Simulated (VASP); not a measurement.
# How biaxial strain in the (111) plane changes C

How do the elastic response and the band edges of C follow biaxial strain in the (111) plane?

Calculated with VASP 6.6.1; LDA; plane waves and PAW (C), in the first sound run; inputs show where later runs differ.

**1. The starting structure**

The structure is cubic, space group Fd-3m (No. 227). Conventional cell: a = 3.567 Å, b = 3.567 Å, c = 3.567 Å, α = 90.00°, β = 90.00°, γ = 90.00°. Nearest to C lie 4 C at 1.54 Å.

**2. Relax the crystal, LDA**

The series starts from the cell that this level prefers, so that zero strain is near zero stress.

This step took 2 runs in a row; the last is shown.

Level: LDA; plane waves and PAW (C).

INCAR

```
SYSTEM = C
PREC = Accurate
ENCUT = 600
EDIFF = 1E-07
NELM = 120
ISMEAR = 0
SIGMA = 0.02
LREAL = .FALSE.
ALGO = Normal
GGA = CA
NBANDS = 10
LASPH = .TRUE.
LORBIT = 11
LWAVE = .FALSE.
LCHARG = .FALSE.
KPAR = 8
IBRION = 2
NSW = 40
ISIF = 3
EDIFFG = -0.005
POTIM = 0.4
```

POSCAR

```
C
1.0
    0.0000000000      1.7668691223      1.7668691223
    1.7668691223      0.0000000000      1.7668691223
    1.7668691223      1.7668691223      0.0000000000
C
2
Direct
    0.0000000000      0.0000000000      0.0000000000
    0.2500000000      0.2500000000      0.2500000000
```

KPOINTS

```
Automatic mesh
0
Gamma
14 14 14
0 0 0
```

The projector-augmented-wave data sets are C (LDA family, release 64).

Launch:

```bash
$ mpirun -np 8 vasp_std
```

Log:

```text
[banner, memory and clock lines left out]
running    8 mpi-ranks, on    1 nodes
[...]
|                                                                             |
|           W    W    AA    RRRRR   N    N  II  N    N   GGGG   !!!           |
|           W    W   A  A   R    R  NN   N  II  NN   N  G    G  !!!           |
|           W    W  A    A  R    R  N N  N  II  N N  N  G       !!!           |
|           W WW W  AAAAAA  RRRRR   N  N N  II  N  N N  G  GGG   !            |
|           WW  WW  A    A  R   R   N   NN  II  N   NN  G    G                |
|           W    W  A    A  R    R  N    N  II  N    N   GGGG   !!!           |
|                                                                             |
|     For optimal performance we recommend to set                             |
|       NCORE = 2 up to number-of-cores-per-socket                            |
|     NCORE specifies how many cores store one orbital (NPAR=cpu/NCORE).      |
|     This setting can greatly improve the performance of VASP for DFT.       |
[...]
|     Unfortunately you need to use the default for GW and RPA                |
|     calculations (for HF NCORE is supported but not extensively tested      |
|     yet).                                                                   |
|                                                                             |

 LDA part: xc-table for (Slater(with rela. corr.)+CA(PZ))
 , standard interpolation
 POSCAR, INCAR and KPOINTS ok, starting setup
[...]
entering main loop
       N       E                     dE             d eps       ncg     rms          rms(c)
DAV:   1     0.225764947053E-01    0.22576E-01   -0.54446E+03  2120   0.891E+02
DAV:   2    -0.207061526879E+02   -0.20729E+02   -0.19786E+02  2798   0.131E+02
DAV:   3    -0.211142547769E+02   -0.40810E+00   -0.40710E+00  2488   0.154E+01
DAV:   4    -0.211151186072E+02   -0.86383E-03   -0.86376E-03  2274   0.831E-01
[...]
DAV:   9    -0.202521614010E+02    0.12387E-04   -0.34034E-05  2370   0.497E-02    0.194E-02
DAV:  10    -0.202521627672E+02   -0.13661E-05   -0.17725E-06  2274   0.121E-02    0.447E-03
DAV:  11    -0.202521627009E+02    0.66264E-07   -0.56512E-08  1640   0.199E-03
   1 F= -.20252163E+02 E0= -.20252163E+02  d E =-.202522E+02
[...]
reached required accuracy - stopping structural energy minimisation
```

Wall time 2.8 s (8 MPI ranks of Intel Xeon Platinum 8175M at 2.50GHz (Skylake/Cascade Lake), shared host); peak memory 0.89 GiB; 17 s of CPU time.

Lines that name or quote the potential files are left out of all logs, and their timing lines are given in words.

From OUTCAR (step 2):

```text
  Total        0.0025777      0.0025777      0.0025777      0.0000000      0.0000000      0.0000000
  in kB        0.3743644      0.3743644      0.3743644      0.0000000      0.0000000      0.0000000
  external PRESSURE =       0.3743644 kB  Pullay stress =       0.0000000 kB

 POSITION                                       TOTAL-FORCE (eV/Angst)
 -----------------------------------------------------------------------------------
      0.00000      0.00000      0.00000         0.000000      0.000000      0.000000
      0.88343      0.88343      0.88343        -0.000000     -0.000000     -0.000000
 -----------------------------------------------------------------------------------
    total drift:                                0.000000      0.000000      0.000000

  FREE ENERGIE OF THE ION-ELECTRON SYSTEM (eV)
  ---------------------------------------------------
  free  energy   TOTEN  =       -20.2521627009 eV

  energy  without entropy=      -20.2521627009  energy(sigma->0) =      -20.25216270

 reached required accuracy - stopping structural energy minimisation

[... 3 further parts left out ...]
[key lines of the parts left out:]
E-fermi :  10.2749
```

Numbers from this step:

| Quantity | Value |
| --- | --- |
| energy(sigma→0) of the program | -20.2522 eV |
| stress, compression positive | 0.04 along [111], 0.04 across it (mean), GPa |
| volume | 11.032 Å³ |
| ionic steps | 1 |

**3. Strain along the normal, LDA**

One member in full: the plane is strained by 0.5 %, and the strain along the normal is moved by secant steps until the normal stress is under 0.012 GPa or five steps are spent; the atoms relax at each step.

This step took 4 runs, each at a new trial strain with the atoms of the one before; the last is shown.

Level: LDA; plane waves and PAW (C).

Edit INCAR of step 2 so:

```diff
@@ -15,7 +15,7 @@
 LCHARG = .FALSE.
-KPAR = 8
-IBRION = 2
-NSW = 40
-ISIF = 3
-EDIFFG = -0.005
-POTIM = 0.4
+KPAR = 2
+IBRION = 1
+NSW = 25
+ISIF = 2
+EDIFFG = -0.004
+POTIM = 0.3
```

POSCAR

```
C
1.0
   -0.0065346920      1.7691687750      1.7691687750
    1.7691687750     -0.0065346920      1.7691687750
    1.7691687750      1.7691687750     -0.0065346920
C
2
Direct
    0.9999452781      0.9999452781      0.9999452781
    0.2500547219      0.2500547219      0.2500547219
```

KPOINTS is that of step 2.

Launch:

```bash
$ mpirun -np 2 vasp_std
```

Log:

```text
[banner, memory and clock lines left out]
running    2 mpi-ranks, on    1 nodes
[...]
LDA part: xc-table for (Slater(with rela. corr.)+CA(PZ))
 , standard interpolation
 POSCAR, INCAR and KPOINTS ok, starting setup
[...]
entering main loop
       N       E                     dE             d eps       ncg     rms          rms(c)
DAV:   1    -0.259428344311E+00   -0.25943E+00   -0.53551E+03  5906   0.883E+02
DAV:   2    -0.206702055540E+02   -0.20411E+02   -0.19543E+02  7798   0.132E+02
DAV:   3    -0.210911022350E+02   -0.42090E+00   -0.41942E+00  6768   0.154E+01
DAV:   4    -0.210921423132E+02   -0.10401E-02   -0.10400E-02  6352   0.882E-01
[...]
DAV:   9    -0.202505258457E+02    0.10611E-04   -0.33618E-05  6576   0.496E-02    0.193E-02
DAV:  10    -0.202505274662E+02   -0.16204E-05   -0.17911E-06  6338   0.121E-02    0.447E-03
DAV:  11    -0.202505274388E+02    0.27387E-07   -0.61325E-08  4656   0.209E-03
   1 F= -.20250527E+02 E0= -.20250527E+02  d E =-.202505E+02
 BRION: g(F)=  0.997E-08 g(S)=  0.000E+00
 reached required accuracy - stopping structural energy minimisation
```

Elapsed: 15 s, on 2 MPI ranks; peak memory 0.26 GiB.

OUTCAR, selected parts (step 3):

```text
  Total       -0.2979673     -0.2979673     -0.2979673      0.1492377      0.1492377      0.1492377
  in kB      -42.8688555    -42.8688555    -42.8688555     21.4709785     21.4709785     21.4709785
  external PRESSURE =     -42.8688555 kB  Pullay stress =       0.0000000 kB

 POSITION                                       TOTAL-FORCE (eV/Angst)
 -----------------------------------------------------------------------------------
      3.53161      3.53161      3.53161        -0.000240     -0.000240     -0.000240
      0.88314      0.88314      0.88314         0.000240      0.000240      0.000240
 -----------------------------------------------------------------------------------
    total drift:                               -0.000000      0.000000     -0.000000

  FREE ENERGIE OF THE ION-ELECTRON SYSTEM (eV)
  ---------------------------------------------------
  free  energy   TOTEN  =       -20.2505274388 eV

  energy  without entropy=      -20.2505274388  energy(sigma->0) =      -20.25052744

[... 1 part as in an earlier step ...]

[... 3 further parts left out ...]
[key lines of the parts left out:]
E-fermi :  10.1573
```

Numbers from this step:

| Quantity | Value |
| --- | --- |
| energy(sigma→0) of the program | -20.2505 eV |
| stress, compression positive | 0.01 along [111], -6.43 across it (mean), GPa |
| ionic steps | 1 |

**4. Band edges, TB-mBJ**

Short lines in KPOINTS_OPT sample the zone centre along and across the normal of the plane, for masses, and the other valleys.

Level: TB-mBJ; plane waves and PAW (C).

TB-mBJ has no energy functional, so the total energy, stress and pressure in this output mean nothing.

INCAR

```
SYSTEM = C
PREC = Accurate
ENCUT = 600
EDIFF = 1E-06
NELM = 150
ISMEAR = 0
SIGMA = 0.02
LREAL = .FALSE.
ALGO = Normal
METAGGA = MBJ
LASPH = .TRUE.
NBANDS = 9
LWAVE = .FALSE.
LCHARG = .FALSE.
KPAR = 2
```

POSCAR is that of step 3.

KPOINTS

```
Automatic mesh
0
Gamma
11 11 11
0 0 0
```

KPOINTS_OPT

```
Line mode
6
Line-mode
Reciprocal
  0.00000000   0.00000000   0.00000000
  0.01622654   0.01622654   0.01622654

  0.00000000   0.00000000   0.00000000
 -0.00999184   0.00999184  -0.00000000

  0.31000000   0.31000000   0.00000000
  0.50000000   0.50000000   0.00000000

  0.00000000   0.31000000   0.31000000
  0.00000000   0.50000000   0.50000000

  0.45000000   0.45000000   0.45000000
  0.50000000   0.50000000   0.50000000

  0.45000000   0.00000000   0.00000000
  0.50000000   0.00000000   0.00000000

  0.42500000   0.42500000   0.00000000
  0.42494800   0.43907860   0.01407860

  0.50000000   0.50000000   0.50000000
  0.49000816   0.50999184   0.50000000
```

Launch:

```bash
$ mpirun -np 2 vasp_std
```

Log:

```text
[banner, memory and clock lines left out]
running    2 mpi-ranks, on    1 nodes
[...]
|                                                                             |
|               ----> ADVICE to this user running VASP <----                  |
|                                                                             |
|     You enforced a specific xc type in the INCAR file but a different       |
|     [... a line on the potential file left out ...]
|     I HOPE YOU KNOW WHAT YOU ARE DOING!                                     |
|                                                                             |

 LDA part: xc-table for (None), standard interpolation
 POSCAR, INCAR and KPOINTS ok, starting setup
[...]
entering main loop
       N       E                     dE             d eps       ncg     rms          rms(c)
DAV:   1    -0.106322178062E+01   -0.10632E+01   -0.53848E+03  2708   0.979E+02
DAV:   2    -0.211850995948E+02   -0.20122E+02   -0.19083E+02  3735   0.128E+02
DAV:   3    -0.215030777922E+02   -0.31798E+00   -0.31736E+00  3115   0.145E+01
DAV:   4    -0.215037994283E+02   -0.72164E-03   -0.72160E-03  3345   0.710E-01
[...]
DAV:  32    -0.195229340622E+02    0.33594E-05   -0.19022E-12  1320   0.114E-05    0.913E-06
DAV:  33    -0.195229366383E+02   -0.25761E-05   -0.11792E-12  1320   0.122E-05    0.544E-07
DAV:  34    -0.195229364712E+02    0.16713E-06   -0.68261E-13  1320   0.360E-06
   1 F= -.19522936E+02 E0= -.19522936E+02  d E =-.431404E-26
 Start KPOINTS_OPT (optional k-point list driver)
k-point batch [1-48\48]
       N       E                     dE             ncg
DAV:   1     0.308457854756E+04   -0.15479E+05      864
DAV:   2     0.194103571066E+04   -0.11435E+04     1378
DAV:   3     0.192987150115E+04   -0.11164E+02      971
DAV:   4     0.192985324921E+04   -0.18252E-01     1132
DAV:   5     0.192985322881E+04   -0.20401E-04      947
DAV:   6     0.192985322876E+04   -0.45162E-07     1104
```

Elapsed: 32 s, on 2 MPI ranks; peak memory 0.28 GiB.

Parts of OUTCAR (step 4):

```text
  LATTYP: Found a trigonal (rhomboedric) cell.
 ALAT       =     2.5019910094
 COS(alpha) =     0.4963029635

 Subroutine GETGRP returns: Found 12 space group operations
 (whereof  6 operations were pure point group operations)

The static configuration has the point symmetry C_3v.
 The point group associated with its full space group is D_3d.

 Found    146 irreducible k-points:

   k-points           NKPTS =    146   k-points in BZ     NKDIM =    146   number of bands    NBANDS=      9

   dimension x,y,z NGX =    20 NGY =   20 NGZ =   20
   dimension x,y,z NGXF=    40 NGYF=   40 NGZF=   40

   ENCUT  =  600.0 eV  44.10 Ry    6.64 a.u.   5.00  5.00  5.00*2*pi/ulx,y,z

   NELECT =       8.0000    total number of electrons

 E-fermi :  10.1018

 k-point     1 :       0.0000    0.0000    0.0000
  band No.  band energies     occupation
      1     -12.0331      2.00000
      2       9.9421      2.00000
      3       9.9421      2.00000
      4       9.9617      2.00000
      5      16.5689      0.00000
      6      16.5689      0.00000
      7      16.7203      0.00000
      8      24.6536      0.00000
      9      30.8260      0.00000

 k-point     2 :       0.0909    0.0000   -0.0000
  band No.  band energies     occupation
      1     -11.8013      2.00000
      2       8.5428      2.00000
      3       9.5922      2.00000
      4       9.6093      2.00000
      5      17.0607      0.00000
      6      17.1792      0.00000
      7      17.3674      0.00000
      8      24.9117      0.00000
      9      31.2672      0.00000

  Total       -4.9655625     -4.9655625     -4.9655625      0.1495971      0.1495971      0.1495971
  in kB     -714.4004132   -714.4004132   -714.4004132     21.5226863     21.5226863     21.5226863
  external PRESSURE =    -714.4004132 kB  Pullay stress =       0.0000000 kB

 POSITION                                       TOTAL-FORCE (eV/Angst)
 -----------------------------------------------------------------------------------
      3.53161      3.53161      3.53161         0.037847      0.037847      0.037847
      0.88314      0.88314      0.88314        -0.037847     -0.037847     -0.037847
 -----------------------------------------------------------------------------------
    total drift:                               -0.000000      0.000000     -0.000000

  FREE ENERGIE OF THE ION-ELECTRON SYSTEM (eV)
  ---------------------------------------------------
  free  energy   TOTEN  =       -19.5229364712 eV

  energy  without entropy=      -19.5229364712  energy(sigma->0) =      -19.52293647

[... 1 part as in an earlier step ...]

[... 7 further parts left out ...]
```

**5. Band edges, r2SCAN**

Short lines in KPOINTS_OPT sample the zone centre along and across the normal of the plane, for masses, and the other valleys.

Level: r2SCAN; plane waves and PAW (C).

Edit INCAR of step 4 so:

```diff
@@ -4,3 +4,3 @@
 EDIFF = 1E-06
-NELM = 150
+NELM = 100
 ISMEAR = 0
@@ -9,3 +9,3 @@
 ALGO = Normal
-METAGGA = MBJ
+METAGGA = R2SCAN
 LASPH = .TRUE.
```

POSCAR is that of step 4.

KPOINTS is that of step 4.

KPOINTS_OPT is that of step 4.

Launch:

```bash
$ mpirun -np 2 vasp_std
```

Log:

```text
[banner, memory and clock lines left out]
running    2 mpi-ranks, on    1 nodes
[...]
[... a notice as in an earlier step ...]

 LDA part: xc-table for (None), standard interpolation
 POSCAR, INCAR and KPOINTS ok, starting setup
[...]
entering main loop
       N       E                     dE             d eps       ncg     rms          rms(c)
DAV:   1    -0.189705290009E+02   -0.18971E+02   -0.55438E+03  2708   0.101E+03
DAV:   2    -0.396350351343E+02   -0.20665E+02   -0.19622E+02  3782   0.132E+02
DAV:   3    -0.399585805256E+02   -0.32355E+00   -0.32291E+00  3069   0.149E+01
DAV:   4    -0.399592838541E+02   -0.70333E-03   -0.70330E-03  3401   0.738E-01
[...]
DAV:   9    -0.376249125516E+02   -0.35206E-03   -0.15921E-04  3067   0.176E-01    0.117E-02
DAV:  10    -0.376249142406E+02   -0.16890E-05   -0.38442E-06  3261   0.178E-02    0.519E-03
DAV:  11    -0.376249147971E+02   -0.55646E-06   -0.84790E-07  1653   0.934E-03
   1 F= -.37624915E+02 E0= -.37624915E+02  d E =-.197454E-14
 Start KPOINTS_OPT (optional k-point list driver)
k-point batch [1-48\48]
       N       E                     dE             ncg
DAV:   1     0.299123535677E+04   -0.15572E+05      872
DAV:   2     0.187054365802E+04   -0.11207E+04     1388
DAV:   3     0.185743010629E+04   -0.13114E+02      955
DAV:   4     0.185740746910E+04   -0.22637E-01     1130
DAV:   5     0.185740744245E+04   -0.26652E-04      917
DAV:   6     0.185740744239E+04   -0.59163E-07     1071
```

Run time: 39 s. Hardware: 2 MPI ranks; peak memory 0.27 GiB; 76 s of CPU time.

[end of part 1 of 2]

[Lines on the potential files, build, host, timing and source positions are cut from VASP's logs without a mark.]

[Logs are printed without paths, hosts, clocks, repeated set-up lines and the standing remarks that a program may print on its own settings, such as how far it seeks lower states.]

[Hosts, paths, dates, database ids (printed as entryN), source tags and the programs' standing remarks are cut or masked in the printed files.]

[In band tables of VASP the shares of atoms and orbitals are scaled to a sum of 1 inside the atoms' spheres.]
